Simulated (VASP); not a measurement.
These are r2SCAN meta-GGA, VASP's PBE PAW potentials (set 64) (plane waves; VASP 6.6.1) values and carry that method's errors.

The input files of a VASP run:

### KPOINTS
```
Automatic mesh
0
G
  7 7 7
0 0 0
```

### INCAR
```
SYSTEM = ZnSe
PREC = Accurate; ENCUT = 400; LREAL = F
LASPH = T
EDIFF = 1E-8; NELM = 100; ALGO = Normal
LMAXMIX = 4; LMIXTAU = T
ISMEAR = 0; SIGMA = 0.05
METAGGA = R2SCAN
IBRION = 1; NSW = 30; ISIF = 2
EDIFFG = -0.001
LWAVE = F; LCHARG = F
```

POSCAR:
```
ZnSe
1
    0.0000000000     2.8286523828     2.8286523828
    2.8286523828    -0.0000000000     2.8286523828
    2.8286523828     2.8286523828     0.0000000000
Zn Se
1 1
Direct
  0.0000000000   0.0000000000   0.0000000000
  0.2500000000   0.2500000000   0.2500000000
```

POTCAR, in this order: Zn Se (PBE.64 set). Program: vasp_std.

The resulting files:

File OUTCAR:
```
 ion  position               nearest neighbor table
   1  0.000  0.000  0.000-   2 2.45   2 2.45   2 2.45   2 2.45
   2  0.250  0.250  0.250-   1 2.45   1 2.45   1 2.45   1 2.45
  LATTYP: Found a face centered cubic cell.
 ALAT       =     5.6573047656
 Subroutine PRICEL returns:
 Original cell was already a primitive cell.
 Subroutine GETGRP returns: Found 24 space group operations
The static configuration has the point symmetry T_d .
The dynamic configuration has the point symmetry T_d .
 Subroutine INISYM returns: Found 24 space group operations
 Subroutine IBZKPT returns following result:
 Found     20 irreducible k-points:

 Following reciprocal coordinates:
            Coordinates               Weight
  0.000000  0.000000  0.000000      1.000000
  0.142857  0.000000  0.000000      8.000000
  0.285714  0.000000  0.000000      8.000000
  0.428571  0.000000  0.000000      8.000000
  0.142857  0.142857  0.000000      6.000000
  0.285714  0.142857  0.000000     24.000000
  0.428571  0.142857  0.000000     24.000000
 -0.428571  0.142857  0.000000     24.000000
 -0.285714  0.142857  0.000000     24.000000
 -0.142857  0.142857  0.000000     12.000000
  0.285714  0.285714  0.000000      6.000000
  0.428571  0.285714  0.000000     24.000000
 -0.428571  0.285714  0.000000     24.000000
 -0.285714  0.285714  0.000000     12.000000
  0.428571  0.428571  0.000000      6.000000
 -0.428571  0.428571  0.000000     12.000000
  0.428571  0.285714  0.142857     24.000000
 -0.428571  0.285714  0.142857     48.000000
 -0.428571  0.428571  0.142857     24.000000
 -0.285714  0.428571  0.142857     24.000000
   k-points           NKPTS =     20   k-points in BZ     NKDIM =     20   number of bands    NBANDS=     13
   number of dos      NEDOS =    301   number of ions     NIONS =      2
   total plane-waves  NPLWV =  21952
   dimension x,y,z NGX =    28 NGY =   28 NGZ =   28
...
```

### OSZICAR
```
       N       E                     dE             d eps       ncg     rms          rms(c)
DAV:   1     0.625447787613E+02    0.62545E+02   -0.79233E+03   520   0.136E+03
DAV:   2    -0.219616953299E+02   -0.84506E+02   -0.80440E+02   550   0.256E+02
DAV:   3    -0.276295324222E+02   -0.56678E+01   -0.56442E+01   640   0.692E+01
DAV:   4    -0.276786723364E+02   -0.49140E-01   -0.49133E-01   555   0.704E+00
DAV:   5    -0.276789089360E+02   -0.23660E-03   -0.23660E-03   645   0.460E-01    0.530E+00
DAV:   6    -0.248551213548E+02    0.28238E+01   -0.18198E+00   600   0.418E+01    0.500E+00
DAV:   7    -0.248206057215E+02    0.34516E-01   -0.48143E-01   520   0.139E+01    0.223E+00
DAV:   8    -0.248614631193E+02   -0.40857E-01   -0.15724E-01   545   0.434E+00    0.620E-01
DAV:   9    -0.248348757757E+02    0.26587E-01   -0.15774E-01   520   0.377E+00    0.219E-01
DAV:  10    -0.248997732395E+02   -0.64897E-01   -0.54426E-02   520   0.220E+00    0.969E-02
DAV:  11    -0.249012518433E+02   -0.14786E-02   -0.15166E-03   595   0.468E-01    0.605E-02
DAV:  12    -0.249004690634E+02    0.78278E-03   -0.41931E-04   525   0.288E-01    0.244E-02
DAV:  13    -0.249012398733E+02   -0.77081E-03   -0.54074E-04   520   0.273E-01    0.101E-02
DAV:  14    -0.249012592819E+02   -0.19409E-04   -0.38145E-05   550   0.684E-02    0.436E-03
DAV:  15    -0.249012735237E+02   -0.14242E-04   -0.50373E-06   620   0.463E-02    0.228E-03
DAV:  16    -0.249012698084E+02    0.37153E-05   -0.15214E-06   550   0.160E-02    0.216E-03
DAV:  17    -0.249012729936E+02   -0.31852E-05   -0.35215E-07   535   0.929E-03    0.765E-04
DAV:  18    -0.249012720404E+02    0.95320E-06   -0.10885E-07   550   0.737E-03    0.320E-04
DAV:  19    -0.249012724955E+02   -0.45502E-06   -0.17206E-08   385   0.148E-03    0.167E-04
DAV:  20    -0.249012725322E+02   -0.36758E-07   -0.14708E-09   295   0.426E-04    0.460E-05
DAV:  21    -0.249012725701E+02   -0.37891E-07   -0.84803E-10   290   0.358E-04    0.128E-05
DAV:  22    -0.249012725717E+02   -0.15862E-08   -0.10465E-10   290   0.120E-04
   1 F= -.24901273E+02 E0= -.24901273E+02  d E =-.249013E+02
```

OUTCAR:
```
------------------------ aborting loop because EDIFF is reached ----------------------------------------
  FORCE on cell =-STRESS in cart. coord.  units (eV):
  Direction    XX          YY          ZZ          XY          YZ          ZX
  --------------------------------------------------------------------------------------
  Total        0.0107031      0.0107031      0.0107031     -0.0000000      0.0000000      0.0000000
  in kB        0.3788358      0.3788358      0.3788358     -0.0000000      0.0000000      0.0000000
  external PRESSURE =       0.3788358 kB  Pullay stress =       0.0000000 kB
  volume of cell :       45.27
      direct lattice vectors                 reciprocal lattice vectors
     0.000000000  2.828652383  2.828652383    -0.176762618  0.176762618  0.176762618
     2.828652383  0.000000000  2.828652383     0.176762618 -0.176762618  0.176762618
     2.828652383  2.828652383  0.000000000     0.176762618  0.176762618 -0.176762618
  FREE ENERGIE OF THE ION-ELECTRON SYSTEM (eV)
  ---------------------------------------------------
  free  energy   TOTEN  =       -24.9012725717 eV

  energy  without entropy=      -24.9012725717  energy(sigma->0) =      -24.90127257

 reached required accuracy - stopping structural energy minimisation
```
(Selected blocks of OUTCAR.)

The compound is ZnSe in the zinc blende structure. It was relaxed first. The start is the result of an earlier pass.
